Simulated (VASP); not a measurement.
Level of theory: r2SCAN meta-GGA, VASP's PBE PAW potentials (set 64) (plane waves; VASP).

The input files of a VASP run:

POSCAR:
```
Te
1
    2.3054474500    -3.9931517868     0.0000000000
    2.3054474500     3.9931517868     0.0000000000
    0.0000000000     0.0000000000     5.9143788924
Te
3
Direct
  0.0000000000   0.2544466471   0.6666670000
  0.7455533529   0.7455533529   0.0000000000
  0.2544466471   0.0000000000   0.3333330000
```

INCAR:
```
SYSTEM = Te
METAGGA = R2SCAN
LASPH = T   ! aspherical one-centre terms
IBRION = 2
LMIXTAU = T
LWAVE = F
ISIF = 3   ! ions, shape and volume
PREC = Accurate
SIGMA = 0.05   ! width (eV)
NELM = 100   ! most electronic steps
LCHARG = F
EDIFFG = -0.02   ! ionic stop
LMAXMIX = 4   ! l cut-off of mixed one-centre charges
NSW = 40
ENCUT = 500   ! plane-wave cut-off (eV)
LREAL = F   ! projection in real space or not
EDIFF = 1E-6   ! SCF stop (eV)
ALGO = Normal   ! blocked Davidson
ISMEAR = 0   ! Gaussian
```

KPOINTS:
```
Automatic mesh
0
Gamma
6 6 4
0 0 0
```

POTCAR, in this order: Te (PBE.64 set). Program: vasp_std.

Output of the run:

OSZICAR:
```
       N       E                     dE             d eps       ncg     rms          rms(c)
DAV:   1     0.849594959806E+01    0.84959E+01   -0.65698E+03   624   0.109E+03
DAV:   2    -0.738611056701E+02   -0.82357E+02   -0.79250E+02   835   0.157E+02
DAV:   3    -0.792357094333E+02   -0.53746E+01   -0.53198E+01   769   0.453E+01
DAV:   4    -0.793205341930E+02   -0.84825E-01   -0.84728E-01   750   0.695E+00
DAV:   5    -0.793222175422E+02   -0.16833E-02   -0.16833E-02   808   0.986E-01    0.954E+00
DAV:   6    -0.771132039003E+02    0.22090E+01   -0.24547E-01   624   0.482E+00    0.717E+00
DAV:   7    -0.748947716886E+02    0.22184E+01   -0.12875E+00   629   0.714E+00    0.472E+00
DAV:   8    -0.761841041660E+02   -0.12893E+01   -0.61829E-01   624   0.619E+00    0.531E-01
DAV:   9    -0.760722571373E+02    0.11185E+00   -0.10694E-01   624   0.294E+00    0.179E-01
DAV:  10    -0.762419758221E+02   -0.16972E+00   -0.47235E-02   624   0.186E+00    0.282E-01
DAV:  11    -0.762414963143E+02    0.47951E-03   -0.44215E-04   749   0.191E-01    0.272E-01
DAV:  12    -0.762397646981E+02    0.17316E-02   -0.50309E-03   624   0.765E-01    0.532E-01
DAV:  13    -0.762435890093E+02   -0.38243E-02   -0.22338E-03   624   0.457E-01    0.236E-01
DAV:  14    -0.762440808315E+02   -0.49182E-03   -0.13632E-04   644   0.121E-01    0.220E-01
DAV:  15    -0.762437673127E+02    0.31352E-03   -0.36050E-05   624   0.639E-02    0.173E-01
DAV:  16    -0.762434327053E+02    0.33461E-03   -0.22277E-03   624   0.435E-01    0.423E-02
DAV:  17    -0.762443025638E+02   -0.86986E-03   -0.43983E-04   624   0.212E-01    0.247E-02
DAV:  18    -0.762442901642E+02    0.12400E-04   -0.60288E-06   674   0.200E-02    0.195E-02
DAV:  19    -0.762442996306E+02   -0.94665E-05   -0.17437E-06   407   0.129E-02    0.207E-02
DAV:  20    -0.762443049869E+02   -0.53563E-05   -0.72563E-06   624   0.270E-02    0.183E-02
DAV:  21    -0.762443168626E+02   -0.11876E-04   -0.95762E-06   624   0.309E-02    0.248E-02
DAV:  22    -0.762443164403E+02    0.42232E-06   -0.15390E-06   322   0.124E-02
   1 F= -.76244316E+02 E0= -.76244316E+02  d E =-.762443E+02
```

OUTCAR:
```
------------------------ aborting loop because EDIFF is reached ----------------------------------------
  FORCE on cell =-STRESS in cart. coord.  units (eV):
  Direction    XX          YY          ZZ          XY          YZ          ZX
  --------------------------------------------------------------------------------------
  Total        0.0141320      0.0141320     -0.0145333      0.0000000      0.0000000     -0.0000000
  in kB        0.2079237      0.2079236     -0.2138273      0.0000000      0.0000000     -0.0000000
  external PRESSURE =       0.0673400 kB  Pullay stress =       0.0000000 kB
  volume of cell :      108.90
      direct lattice vectors                 reciprocal lattice vectors
     2.305447450 -3.993151787  0.000000000     0.216877639 -0.125214374  0.000000000
     2.305447450  3.993151787  0.000000000     0.216877639  0.125214374  0.000000000
     0.000000000  0.000000000  5.914378892     0.000000000  0.000000000  0.169079462
 POSITION                                       TOTAL-FORCE (eV/Angst)
 -----------------------------------------------------------------------------------
      0.58661      1.01604      3.94292         0.003056      0.005293     -0.000000
      3.43767      0.00000      0.00000        -0.006111      0.000000     -0.000000
      0.58661     -1.01604      1.97146         0.003056     -0.005293      0.000000
 -----------------------------------------------------------------------------------
    total drift:                               -0.000168     -0.000396      0.000012
  FREE ENERGIE OF THE ION-ELECTRON SYSTEM (eV)
  ---------------------------------------------------
  free  energy   TOTEN  =       -76.2443164403 eV

  energy  without entropy=      -76.2443164403  energy(sigma->0) =      -76.24431644

 reached required accuracy - stopping structural energy minimisation
```
(Selected blocks of OUTCAR.)

File OUTCAR:
```
 val. band max:        4.9116467848   @ k =   0.3333   0.3333   0.5000

 cond. band min:       5.4487713018   @ k =   0.3333   0.3333   0.5000


 Fermi energy:         5.1380213985

 k-point     1 :       0.0000    0.0000    0.0000
  band No.  band energies     occupation
      1      -8.9121      2.00000
      2      -5.5028      2.00000
      3      -5.5027      2.00000
      4       1.7619      2.00000
      5       1.9848      2.00000
      6       1.9848      2.00000
      7       3.2895      2.00000
      8       3.2895      2.00000
      9       4.2994      2.00000
     10       6.1846      0.00000
     11       6.1846      0.00000
     12       6.7270      0.00000
     13      10.3918      0.00000

 k-point     2 :       0.1667    0.0000    0.0000
  band No.  band energies     occupation
      1      -8.7560      2.00000
      2      -5.5844      2.00000
      3      -5.4665      2.00000
      4       0.8882      2.00000
      5       1.4329      2.00000
      6       1.8118      2.00000
      7       3.5446      2.00000
      8       3.8919      2.00000
      9       4.1972      2.00000
     10       6.0979      0.00000
     11       6.1908      0.00000
     12       6.7441      0.00000
     13       9.9604      0.00000

 k-point     3 :       0.3333    0.0000    0.0000
  band No.  band energies     occupation
      1      -8.3671      2.00000
      2      -5.8813      2.00000
      3      -5.3865      2.00000
      4       0.2444      2.00000
      5       0.8318      2.00000
      6       1.4713      2.00000
      7       2.7534      2.00000
      8       3.7750      2.00000
      9       4.0775      2.00000
     10       6.2161      0.00000
     11       6.3919      0.00000
     12       7.8892      0.00000
     13       9.0480      0.00000

 k-point     4 :       0.5000   -0.0000    0.0000
  band No.  band energies     occupation
      1      -8.1008      2.00000
      2      -6.1327      2.00000
      3      -5.3429      2.00000
...
```

Unless said otherwise, spin-orbit coupling is left out, though it shifts the bands of the heavy elements here.

The compound is Te in the trig structure. It was relaxed first, which changed the volume by +7 %.
